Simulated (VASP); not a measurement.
An input for Ansatz (written as the equivalent of a VASP run, and not itself run):

Ansatz 0.2 input:
```yaml
crystal:
  lattice:
    - [4.5381424, 0.0000000, 0.0000000]
    - [0.0000000, 4.5381424, 0.0000000]
    - [0.0000000, 0.0000000, 4.5381424]
  atoms:
    - { symbol: Rb, position: [0.0000000, 0.0000000, 0.0000000] }
kpoints:
  mp_grid: { grid: [9, 9, 9] }
hamiltonian:
  xc: pbesol
  pseudopotentials: { kind: paw }
scf:
  occupations: { method: tetrahedron }
  max_iter: 100
output: { forces: true, stress: true, eigenvalues: true }
```

Write the VASP files for the same calculation (PBEsol).

This is not unique; one that fits is 
**POSCAR**
```
Rb
1
    4.5381423920     0.0000000000     0.0000000000
    0.0000000000     4.5381423920     0.0000000000
    0.0000000000     0.0000000000     4.5381423920
Rb
1
Direct
  0.0000000000   0.0000000000   0.0000000000
```

**KPOINTS**
```
Automatic mesh
0
G
  9 9 9
```

**INCAR**
```
! general
SYSTEM  = Rb
PREC    = Accurate
ENCUT   = 400
LREAL   = F
LASPH   = T

! electronic loop
EDIFF   = 1E-7
NELM    = 100
ALGO    = Normal
LMAXMIX = 4

! smearing
ISMEAR  = -5

! functional
GGA     = PS

! ions
ISIF    = 2

! output
LWAVE   = F
LCHARG  = T
LORBIT  = 11
NEDOS   = 601
```

POTCAR, in this order: Rb_sv (PBE.64 set). Program: vasp_std.

Limits of the translation: each code has its own PAW files, so the cut-off isn't converted (ENCUT is set for VASP's; basis.ecutwfc is left out, and Ansatz then takes the one that its files recommend); Ansatz stops its SCF on the density residual and VASP on the energy change (EDIFF).

The structure was generated: Rb was put into the simple-cubic type (Pm-3m), which need not be its known phase. It was relaxed first.
